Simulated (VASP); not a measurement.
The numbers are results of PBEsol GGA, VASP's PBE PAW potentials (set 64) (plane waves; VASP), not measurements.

VASP ran on this input.

### INCAR
```
SYSTEM  =  HfN
PREC  =  Accurate; ENCUT  =  620; LREAL  =  .FALSE.
LASPH  =  .TRUE.
EDIFF  =  1E-6; NELM  =  100; ALGO  =  Normal
LMAXMIX  =  6
ISMEAR  =  1; SIGMA  =  0.1
GGA  =  PS
IBRION  =  2; NSW  =  40; ISIF  =  3
EDIFFG  =  -0.02; PSTRESS  =  450
LWAVE  =  .FALSE.; LCHARG  =  .FALSE.
```

### KPOINTS
```
Automatic mesh
0
Gamma
15 15 15
0 0 0
```

**POSCAR**
```
HfN
1.0
  0.0000000000   2.1577150239   2.1577150239
  2.1577150239   0.0000000000   2.1577150239
  2.1577150239   2.1577150239   0.0000000000
Hf N
1 1
Cartesian
  4.3154300478   4.3154300478   4.3154300478
  2.1577150239   2.1577150239   2.1577150239
```

POTCAR, in this order: Hf_pv N (PBE.64 set). Program: vasp_std.

Output of the run:

**OUTCAR**
```
 ion  position               nearest neighbor table
   1  0.000  0.000  0.000-   2 2.16   2 2.16   2 2.16   2 2.16   2 2.16   2 2.16
   2  0.500  0.500  0.500-   1 2.16   1 2.16   1 2.16   1 2.16   1 2.16   1 2.16
  LATTYP: Found a face centered cubic cell.
 ALAT       =     4.3154300478
 Subroutine PRICEL returns:
 Original cell was already a primitive cell.
 Subroutine GETGRP returns: Found 48 space group operations
The static configuration has the point symmetry O_h .
The dynamic configuration has the point symmetry O_h .
 Subroutine INISYM returns: Found 48 space group operations
 Subroutine IBZKPT returns following result:
 Found    120 irreducible k-points:

 Following reciprocal coordinates:
            Coordinates               Weight
  0.000000  0.000000  0.000000      1.000000
  0.066667  0.000000  0.000000      8.000000
  0.133333  0.000000  0.000000      8.000000
  0.200000  0.000000  0.000000      8.000000
  0.266667  0.000000  0.000000      8.000000
  0.333333  0.000000  0.000000      8.000000
  0.400000  0.000000  0.000000      8.000000
  0.466667  0.000000  0.000000      8.000000
  0.066667  0.066667  0.000000      6.000000
  0.133333  0.066667  0.000000     24.000000
  0.200000  0.066667  0.000000     24.000000
  0.266667  0.066667  0.000000     24.000000
  0.333333  0.066667  0.000000     24.000000
  0.400000  0.066667  0.000000     24.000000
  0.466667  0.066667  0.000000     24.000000
 -0.466667  0.066667  0.000000     24.000000
 -0.400000  0.066667  0.000000     24.000000
 -0.333333  0.066667  0.000000     24.000000
 -0.266667  0.066667  0.000000     24.000000
 -0.200000  0.066667  0.000000     24.000000
 -0.133333  0.066667  0.000000     24.000000
 -0.066667  0.066667  0.000000     12.000000
  0.133333  0.133333  0.000000      6.000000
  0.200000  0.133333  0.000000     24.000000
...
```

### OSZICAR
```
       N       E                     dE             d eps       ncg     rms          rms(c)
DAV:   1     0.460963502670E+02    0.46096E+02   -0.92121E+03  2640   0.150E+03
DAV:   2    -0.228515712799E+02   -0.68948E+02   -0.65264E+02  3369   0.298E+02
DAV:   3    -0.254141508393E+02   -0.25626E+01   -0.25322E+01  3415   0.507E+01
DAV:   4    -0.254368883970E+02   -0.22738E-01   -0.22684E-01  3135   0.458E+00
DAV:   5    -0.254372683156E+02   -0.37992E-03   -0.38120E-03  3390   0.463E-01    0.666E+01
DAV:   6    -0.227254895139E+02    0.27118E+01   -0.12878E+01  3127   0.291E+01    0.516E+01
DAV:   7    -0.226886856952E+02    0.36804E-01   -0.58442E-01  3048   0.711E+00    0.273E+01
DAV:   8    -0.226778260967E+02    0.10860E-01   -0.45350E-02  3092   0.223E+00    0.464E+00
DAV:   9    -0.226738156073E+02    0.40105E-02   -0.24247E-02  3162   0.118E+00    0.181E+00
DAV:  10    -0.226734188759E+02    0.39673E-03   -0.19851E-03  3092   0.403E-01    0.689E-02
DAV:  11    -0.226734261903E+02   -0.73144E-05   -0.63962E-05  3166   0.991E-02    0.610E-02
DAV:  12    -0.226734235417E+02    0.26486E-05   -0.52185E-06  3014   0.233E-02    0.109E-02
DAV:  13    -0.226734234722E+02    0.69509E-07   -0.28271E-07  1665   0.610E-03
   1 F= -.17030370E+02 E0= -.17030459E+02  d E =-.170304E+02
```

File OUTCAR:
```
------------------------ aborting loop because EDIFF is reached ----------------------------------------
  FORCE on cell =-STRESS in cart. coord.  units (eV):
  Direction    XX          YY          ZZ          XY          YZ          ZX
  --------------------------------------------------------------------------------------
  Total        5.6254622      5.6254622      5.6254622      0.0000000      0.0000000      0.0000000
  in kB      448.5971808    448.5971808    448.5971808      0.0000000      0.0000000      0.0000000
  external PRESSURE =      -1.4028192 kB  Pullay stress =     450.0000000 kB
  volume of cell :       20.09
      direct lattice vectors                 reciprocal lattice vectors
     0.000000000  2.157715024  2.157715024    -0.231726616  0.231726616  0.231726616
     2.157715024  0.000000000  2.157715024     0.231726616 -0.231726616  0.231726616
     2.157715024  2.157715024  0.000000000     0.231726616  0.231726616 -0.231726616
 POSITION                                       TOTAL-FORCE (eV/Angst)
 -----------------------------------------------------------------------------------
      0.00000      0.00000      0.00000         0.000000      0.000000      0.000000
      2.15772      2.15772      2.15772        -0.000000     -0.000000     -0.000000
 -----------------------------------------------------------------------------------
    total drift:                                0.000000      0.000000      0.000000
  FREE ENERGIE OF THE ION-ELECTRON SYSTEM (eV)
  ---------------------------------------------------
  free  energy   TOTEN  =       -22.6734234722 eV

  energy  without entropy=      -22.6736899503  energy(sigma->0) =      -22.67351230
  enthalpy is  TOTEN    =       -17.0303697656 eV   P V=        5.6430537066

 reached required accuracy - stopping structural energy minimisation
```
(Selected blocks of OUTCAR.)

The compound is HfN in the rock salt structure. It was relaxed first under an external pressure of 45 GPa. The electron count is odd and the run is not spin-polarised, which forces a metal.
